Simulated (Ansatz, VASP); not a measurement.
## PbC in two plane-wave programs

Wanted: the spread between two codes on one cell, functional and k mesh. The cell is generated by rule, not measured, and may not be a known phase. The cell is taken from a series of VASP runs on this material, whose earlier steps may have relaxed, scaled or displaced it; both programs get it as it stands.

Program: Ansatz 0.2.0. Level of theory: plane waves, with VASP 6.6.1 beside it; band structure at LDA, spin-orbit coupling. Results are calculated unless marked as measured.

The structure was built from a prototype and need not be the compound's stable phase.

### 1. The starting structure

It takes space group F-43m (No. 216, cubic). Conventional cell: a = 5.196 Å, b = 5.196 Å, c = 5.196 Å, α = 90.00°, β = 90.00°, γ = 90.00°. Nearest to Pb lie 4 C at 2.25 Å. C has 4 Pb at 2.25 Å nearest. Farther neighbours are not listed.

Structure file:

```cif
data_structure
_symmetry_space_group_name_H-M 'F-43m'
_symmetry_Int_Tables_number 216
_cell_length_a 5.1962
_cell_length_b 5.1962
_cell_length_c 5.1962
_cell_angle_alpha 90.000
_cell_angle_beta 90.000
_cell_angle_gamma 90.000
_cell_volume 140.30
loop_
_atom_site_label
_atom_site_type_symbol
_atom_site_symmetry_multiplicity
_atom_site_Wyckoff_symbol
_atom_site_fract_x
_atom_site_fract_y
_atom_site_fract_z
_atom_site_occupancy
Pb1 Pb 4 a 0.00000 0.00000 0.00000 1
C1 C 4 d 0.25000 0.25000 0.75000 1
```

### 2. Ansatz: band structure, LDA, spin-orbit coupling

Ansatz runs on its fully relativistic PAW (standard-fr) files.

With cell and atoms fixed, the geometry can't cause a difference; cores, projectors, grids and the points listed under the comparison can.

input.yaml reads:

```yaml
crystal:
  lattice:
    - [0.0, 2.59808, 2.59808]
    - [2.59808, 0.0, 2.59808]
    - [2.59808, 2.59808, 0.0]
  atoms:
    - { symbol: Pb, position: [0.0, 0.0, 0.0] }
    - { symbol: C, position: [0.25, 0.25, 0.25] }
hamiltonian:
  xc: lda
  pseudopotentials: { kind: paw_fr }
magnetization:
  noncollinear: true
  spin_orbit: true
kpoints:
  mp_grid: { grid: [10, 10, 10] }
  band_path:
    path:
      - [0.0, 0.0, 0.0]
      - [0.16667, 0.0, 0.16667]
      - [0.33333, 0.0, 0.33333]
      - [0.5, 0.0, 0.5]
      - [0.5, 0.08333, 0.58333]
      - [0.5, 0.18333, 0.68333]
      - [0.5, 0.25, 0.75]
      - [0.45, 0.3, 0.75]
      - [0.40833, 0.34167, 0.75]
      - [0.35, 0.35, 0.7]
      - [0.225, 0.225, 0.45]
      - [0.075, 0.075, 0.15]
      - [0.03333, 0.03333, 0.03333]
      - [0.23333, 0.23333, 0.23333]
      - [0.4, 0.4, 0.4]
      - [0.51667, 0.46667, 0.51667]
      - [0.55833, 0.38333, 0.55833]
      - [0.60833, 0.28333, 0.60833]
      - [0.60833, 0.25, 0.64167]
      - [0.55833, 0.25, 0.69167]
      - [0.51667, 0.25, 0.73333]
      - [0.5, 0.3, 0.7]
      - [0.5, 0.38333, 0.61667]
      - [0.5, 0.48333, 0.51667]
      - [0.475, 0.475, 0.55]
      - [0.425, 0.425, 0.65]
      - [0.38333, 0.38333, 0.73333]
      - [0.59167, 0.18333, 0.59167]
      - [0.55, 0.1, 0.55]
      - [0.5, 0.0, 0.5]
    npoints: 1
scf:
  occupations: { method: gaussian, width: 0.02 }
  n_extra_bands: 14
output:
  forces: true
  stress: true
  eigenvalues: true
```

Launch:

```console
$ ansatz run input.yaml --threads 2 --pin off --max-ram 4608MiB --backend cpu --events-out ev --progress --plain --runs-dir out
```

Numbers of over 12 decimals in the logs are rounded to 6 here.

Output:

```text
scf.n_extra_bands = 14 over 18 filled bands (N_el = 18.0): the run solves 32 bands
Engine: ansatz 0.2.0, aarch64-unknown-linux-gnu
Pseudopotentials: kind: paw_fr
Pseudopotential: Pb, paw_fr, valence charge 14, recommended cutoff 420 eV (normal), Pb.paw.azcp#standard-fr
Pseudopotential: C, paw_fr, valence charge 4, recommended cutoff 420 eV (normal), C.paw.azcp#standard-fr
Functional definition: SPW92
  exchange = slater_x
  correlation = pw_c
non-collinear run that drives no moment, with spin-orbit: no starting moment large enough to seed its density (crystal.atoms[].spin), no starting occupations that ask for one, no magnetisation constraint and no magnetic field, so the semilocal B_xc is pinned to zero
Crystal: 2 atoms, lattice volume = 35.074 Å³
Basis set: ecut = 420 eV, 701 PW (Γ)
Bands: 32, of which v1, the nominal top of the filled ones, is band 18 counted from 1 (17 counted from 0)
Symmetry: 24 space group operations + 24 with time reversal
Magnetic group: BNS 216.75 (UNI 1577), of the structure as read, at distance tolerance 3.3e-5 Å
k-points: 47 of 1000 (time reversal used)
Projection manifold: j_resolved (fully-relativistic pseudo-atomic orbitals)
Non-local potential: Pb, projectors of the file, l = 0: 2, l = 1: 4, l = 2: 4, l = 3: 4
Non-local potential: C, projectors of the file, l = 0: 2, l = 1: 4, l = 2: 2
PAW form: soft (Blöchl's): semilocal exchange-correlation on the pseudo side does not see the compensation charge
PAW frozen core: Pb, regenerated for the run's functional, and the local potential with it (the file was generated under x = pbe(κ = 0.804, μ = 0.219515), c = pbe(β = 0.066725))
PAW frozen core: C, regenerated for the run's functional, and the local potential with it (the file was generated under x = pbe(κ = 0.804, μ = 0.219515), c = pbe(β = 0.066725))
PAW one-centre angular grid: Pb, 590 points (default); XC on 64 Gauss nodes
PAW one-centre angular grid: C, 110 points (default); XC on 64 Gauss nodes
Initial density: superposition of atomic densities (chi_scale 0.1, normalization cell, long waves kept (reshape's long-wave potential 0.00 eV rms))
Initial wavefunctions: pseudopotential atomic-orbital guess
Functional: x = slater, c = lda
SCF iter   1: F=—  HF=-11880.292374 eV  |F-HF|=—  |Δ(HF+E_count)|=         —  Δρ=8.50e-2  dr2=4.07e0  dr2_m=0.00e0 (ungated)  ethr=3.10e-3  |M|=0.00e0 ∫|m|=0.00e0 μB  |m|>n=0.0e0 m-floor=0.0e0 τ_xc=0.0e0  β_m=0.30  ⟨swp⟩=8.2  Hψ=9939  notcnv=0  defer=78
preconditioner: auto → Kerker (q_TF=auto, 2.441 Å⁻¹)  [metal: Δε(μ)=0.000 eV  Ē_g=19.855 eV  σ=0.020 eV  W_gap=0.00  n_scr=14 (ndim 8)  ℏωp=26.6 eV  f_vac=0.000  D(μ)=0.11/eV (n_scr^D=0)]
spin=Noncollinear: Kerker preconditioning applied to the charge; magnetization (m_x, m_y, m_z) channels mix plain (no charge-response kernel on spin).
SCF iter   2: F=—  HF=-11879.575437 eV  |F-HF|=—  |Δ(HF+E_count)|=   7.17e-1  Δρ=5.03e-2  dr2=1.47e0  dr2_m=0.00e0 (ungated)  ethr=3.10e-3  |M|=0.00e0 ∫|m|=0.00e0 μB  |m|>n=0.0e0 m-floor=0.0e0 τ_xc=0.0e0  β_m=0.51  ⟨swp⟩=2.8  Hψ=2391  notcnv=0  defer=356
SCF iter   3: F=—  HF=-11879.199544 eV  |F-HF|=—  |Δ(HF+E_count)|=   3.76e-1  Δρ=1.49e-2  dr2=6.42e-2  dr2_m=0.00e0 (ungated)  ethr=3.10e-3  |M|=0.00e0 ∫|m|=0.00e0 μB  |m|>n=0.0e0 m-floor=0.0e0 τ_xc=0.0e0  β_m=0.76  ⟨swp⟩=3.1  Hψ=2191  notcnv=0  defer=356
SCF iter   4: F=—  HF=-11879.186215 eV  |F-HF|=—  |Δ(HF+E_count)|=   1.33e-2  Δρ=2.48e-3  dr2=3.48e-3  dr2_m=0.00e0 (ungated)  ethr=3.56e-4  |M|=0.00e0 ∫|m|=0.00e0 μB  |m|>n=0.0e0 m-floor=0.0e0 τ_xc=0.0e0  β_m=0.88  ⟨swp⟩=3.2  Hψ=2488  notcnv=0  defer=360
SCF iter   5: F=—  HF=-11879.186231 eV  |F-HF|=—  |Δ(HF+E_count)|=   1.66e-5  Δρ=1.16e-3  dr2=4.40e-4  dr2_m=0.00e0 (ungated)  ethr=1.94e-5  |M|=0.00e0 ∫|m|=0.00e0 μB  |m|>n=0.0e0 m-floor=0.0e0 τ_xc=0.0e0  β_m=0.94  ⟨swp⟩=3.5  Hψ=2159  notcnv=0  defer=360
SCF iter   6: F=—  HF=-11879.186259 eV  |F-HF|=—  |Δ(HF+E_count)|=   2.76e-5  Δρ=1.63e-4  dr2=8.46e-6  dr2_m=0.00e0 (ungated)  ethr=2.45e-6  |M|=0.00e0 ∫|m|=0.00e0 μB  |m|>n=0.0e0 m-floor=0.0e0 τ_xc=0.0e0  β_m=0.96  ⟨swp⟩=2.2  Hψ=1552  notcnv=0  defer=360
SCF iter   7: F=—  HF=-11879.186260 eV  |F-HF|=—  |Δ(HF+E_count)|=   1.52e-6  Δρ=3.65e-5  dr2=3.39e-7  dr2_m=0.00e0 (ungated)  ethr=4.70e-8  |M|=0.00e0 ∫|m|=0.00e0 μB  |m|>n=0.0e0 m-floor=0.0e0 τ_xc=0.0e0  β_m=0.98  ⟨swp⟩=2.8  Hψ=2188  notcnv=0  defer=360
SCF iter   8: F=-11879.186260 eV  HF=-11879.186260 eV  |F-HF|=7.84e-9  |Δ(HF+E_count)|=   2.74e-8  Δρ=6.46e-6  dr2=1.99e-8  dr2_m=0.00e0 (ungated)  ethr=5.56e-10  |M|=0.00e0 ∫|m|=0.00e0 μB  |m|>n=0.0e0 m-floor=0.0e0 τ_xc=0.0e0  ⟨swp⟩=13.3  Hψ=9571  notcnv=0
SCF 1 converged in 8 iterations: F = -11879.186260 eV  dr2 = 1.99e-8
  greatest PAW one-centre occupation: 0.978 electrons in one spin orbital (limit 2), on the Pb atom at site 0 (counted from 0), in its partial waves of l = 2
NSCF: frozen V_eff on 30 k-points
SCF converged after 8 iterations
Magnetization: |M| = 0.0000 μB,  M = (+0.0000, +0.0000, +0.0000) μB
Absolute magnetization: 0.0000 μB (∫|m|)
  site 0: m = (+0.0000, +0.0000, +0.0000) μB, |m| = 0.0000 μB  (R = 0.93 Å)
  site 1: m = (+0.0000, +0.0000, +0.0000) μB, |m| = 0.0000 μB  (R = 0.93 Å)
Free energy (F): -11879.186260 eV
Harris-Foulkes:  -11879.186260 eV  (|F-HF|=7.84e-9)
Internal energy: -11879.186238 eV  (E = F + TS)
E sigma→0 (E₀):  -11879.186249 eV
Entropy (-TS):   -0.000023 eV (-0.011 meV/atom)
Fermi energy:    10.972693 eV
--- Per-component energies (eV) ---
  E_band       = -16.290066
  E_kinetic    = 379.970208
  E_local      = -1103.784175  (includes V_loc(G=0)·N_el)
  E_nonlocal   = 384.512574
  E_hartree    = 434.503849
  E_xc         = -264.497459
  E_vxc        = -190.285661  (∫ρ·V_xc dr)
  E_paw        = -10238.662620  (= ΣΔE_a)
  E_vpaw       = -355.707251  (= ΣTr[D̂ρ^β])
  E_aug_tail   = 0.000050  (compensation charges beyond the density's cutoff)
  E_ewald      = -1471.245385
  E_core_change = 0.016720  (= ΣΔE_core)
  E_smearing   = -0.000023  (= −TS)
  E_closure    = -0.000000  (closes the sum)
  Σ components = -11879.186260   (vs F -11879.186260, Δ=0.00e0)
--- Forces (eV/Å), atoms counted from 1 ---
  atom   1  Pb     0.00000000     0.00000000     0.00000000
  atom   2  C     -0.00000000    -0.00000000     0.00000000
  max |Σ_I F_I| component: 3.61e-16 eV/Å
--- Stress (GPa, compression-positive) ---
        1.024801       0.000000      -0.000000
       -0.000000       1.024801       0.000000
       -0.000000       0.000000       1.024801
  P = ⅓ Tr σ = 1.0248 GPa (10.248 kbar)
--- Band table (eV; the first three rows and the last of 47) ---
  k-point 0: bands = [... 14 lower, 10.7349, 10.7349, 10.9727, 10.9727, 10.9727, 10.9727, 14.7719, 14.7719, ... 10 higher]
  k-point 1: bands = [... 14 lower, 10.6016, 10.6016, 10.8129, 10.8589, 11.4374, 11.4374, 14.9283, 14.9283, ... 10 higher]
  k-point 2: bands = [... 14 lower, 10.1986, 10.1986, 10.4718, 10.5415, 11.7694, 11.7694, 15.3094, 15.3094, ... 10 higher]
  k-point 46: bands = [... 14 lower, 6.2312, 7.0732, 7.1681, 7.4069, 14.5588, 14.6191, 14.6849, 14.7701, ... 10 higher]
```

Run time: 11 s. Hardware: 2 threads of Arm Neoverse V1, shared host; peak memory 0.49 GiB.

In the SCF lines HF is the Harris–Foulkes energy and dr2 the Hartree energy of the density residual, in eV; the loop may stop once dr2 is under the threshold and the program's other checks hold. Hψ counts applications of the Hamiltonian.

### 3. VASP: band structure, LDA, spin-orbit coupling

The same cell, functional (in two slightly different forms), mesh and smearing now go to VASP, with its own data sets and cutoff.

Lines of VASP's logs that name or quote its potential files are left out, and so is its time.

INCAR reads:

```
SYSTEM = PbC
PREC = Accurate
ENCUT = 520
EDIFF = 1E-06
NELM = 100
ISMEAR = 0
SIGMA = 0.02
LREAL = .FALSE.
ALGO = Normal
GGA = CA
LNONCOLLINEAR = .TRUE.
MAGMOM = 0 0 0 0 0 0
NBANDS = 30
GGA_COMPAT = .FALSE.
LASPH = .TRUE.
LSORBIT = .TRUE.
LORBIT = 11
LWAVE = .FALSE.
LCHARG = .FALSE.
KPAR = 4
ISIF = 2
```

POSCAR reads:

```
PbC
1.0
    0.0000000000      2.5980800000      2.5980800000
    2.5980800000      0.0000000000      2.5980800000
    2.5980800000      2.5980800000      0.0000000000
Pb C
1 1
Direct
    0.0000000000      0.0000000000      0.0000000000
    0.2500000000      0.2500000000      0.2500000000
```

KPOINTS reads:

```
Automatic mesh
0
Gamma
10 10 10
0 0 0
```

KPOINTS_OPT reads:

```
Line mode
16
Line-mode
Reciprocal
  0.00000000   0.00000000   0.00000000 GAMMA
  0.50000000   0.00000000   0.50000000 X

  0.50000000   0.00000000   0.50000000 X
  0.50000000   0.25000000   0.75000000 W

  0.50000000   0.25000000   0.75000000 W
  0.37500000   0.37500000   0.75000000 K

  0.37500000   0.37500000   0.75000000 K
  0.00000000   0.00000000   0.00000000 GAMMA

  0.00000000   0.00000000   0.00000000 GAMMA
  0.50000000   0.50000000   0.50000000 L

  0.50000000   0.50000000   0.50000000 L
  0.62500000   0.25000000   0.62500000 U

  0.62500000   0.25000000   0.62500000 U
  0.50000000   0.25000000   0.75000000 W

  0.50000000   0.25000000   0.75000000 W
  0.50000000   0.50000000   0.50000000 L

  0.50000000   0.50000000   0.50000000 L
  0.37500000   0.37500000   0.75000000 K

  0.62500000   0.25000000   0.62500000 U
  0.50000000   0.00000000   0.50000000 X
```

Potentials, in the order of the species: Pb_d and C (LDA family, release 64).

Launch:

```console
$ mpirun -np 4 vasp_ncl
```

Output:

```text
[banner, memory and clock lines left out]
running    4 mpi-ranks, on    1 nodes
 distrk:  each k-point on    1 cores,    4 groups
 distr:  one band on    1 cores,    1 groups

 POSCAR found type information on POSCAR PbC
 POSCAR found :  2 types and       2 ions
 LDA part: xc-table for (Slater(with rela. corr.)+CA(PZ))
 , standard interpolation
 POSCAR, INCAR and KPOINTS ok, starting setup
 FFT: planning ... GRIDC
 FFT: planning ... GRID_SOFT
 FFT: planning ... GRID
 WAVECAR not read
 entering main loop
       N       E                     dE             d eps       ncg     rms          rms(c)
DAV:   1     0.198277089191E+03    0.19828E+03   -0.84950E+03  4380   0.143E+03
DAV:   2     0.799883749050E+01   -0.19028E+03   -0.18067E+03  4494   0.404E+02
DAV:   3    -0.123613601230E+02   -0.20360E+02   -0.19804E+02  5394   0.148E+02
DAV:   4    -0.133557943795E+02   -0.99443E+00   -0.98947E+00  5408   0.321E+01
DAV:   5    -0.133978460774E+02   -0.42052E-01   -0.42046E-01  5958   0.693E+00    0.573E+00
DAV:   6    -0.119068237990E+02    0.14910E+01   -0.25041E+00  6446   0.258E+01    0.145E+00
DAV:   7    -0.119326450350E+02   -0.25821E-01   -0.55589E-01  4998   0.524E+00    0.117E+00
DAV:   8    -0.119230104956E+02    0.96345E-02   -0.90174E-02  6852   0.404E+00    0.648E-01
DAV:   9    -0.119128379078E+02    0.10173E-01   -0.17473E-02  6458   0.214E+00    0.200E-01
DAV:  10    -0.119128499486E+02   -0.12041E-04   -0.41796E-03  6188   0.498E-01    0.614E-02
DAV:  11    -0.119128604932E+02   -0.10545E-04   -0.15209E-04  6818   0.162E-01    0.126E-02
DAV:  12    -0.119128615727E+02   -0.10796E-05   -0.10388E-05  5892   0.279E-02    0.775E-03
DAV:  13    -0.119128602960E+02    0.12767E-05   -0.21639E-06  5260   0.240E-02    0.247E-03
DAV:  14    -0.119128602893E+02    0.67821E-08   -0.50022E-07  3332   0.572E-03
   1 F= -.11912860E+02 E0= -.11912849E+02  d E =-.225676E-04  mag=    -0.0000     0.0000     0.0000
 Start KPOINTS_OPT (optional k-point list driver)
k-point batch [1-73\160]
       N       E                     dE             ncg
DAV:   1     0.917691381345E+04   -0.23578E+05     4410
DAV:   2    -0.437902736789E+04   -0.13556E+05     4458
DAV:   3    -0.579310109735E+04   -0.14141E+04     5610
DAV:   4    -0.585601940659E+04   -0.62918E+02     5378
DAV:   5    -0.585865770059E+04   -0.26383E+01     6370
DAV:   6    -0.585871923769E+04   -0.61537E-01     5698
DAV:   7    -0.585872092151E+04   -0.16838E-02     6404
DAV:   8    -0.585872093397E+04   -0.12460E-04     5024
DAV:   9    -0.585872093442E+04   -0.44928E-06     3376
[...]
k-point batch [147-160\160]
       N       E                     dE             ncg
DAV:   1     0.403758206784E+05   -0.81537E+04      840
DAV:   2     0.378025802604E+05   -0.25732E+04      854
DAV:   3     0.375549817210E+05   -0.24760E+03     1096
DAV:   4     0.375451078473E+05   -0.98739E+01     1008
DAV:   5     0.375446538257E+05   -0.45402E+00     1314
DAV:   6     0.375446498382E+05   -0.39875E-02     1020
DAV:   7     0.375446497178E+05   -0.12041E-03     1322
DAV:   8     0.375446497167E+05   -0.11600E-05      902
DAV:   9     0.375446497166E+05   -0.81440E-07      690
```

(Part 1 of 2 ends here.)

[Lines on the potential files, build, host, timing and source positions are cut from VASP's logs without a mark.]

[Logs are printed without paths, hosts, clocks, repeated set-up lines and the standing remarks that a program may print on its own settings, such as how far it seeks lower states.]

[Hosts, paths, dates, database ids (printed as entryN), source tags and the programs' standing remarks are cut or masked in the printed files.]
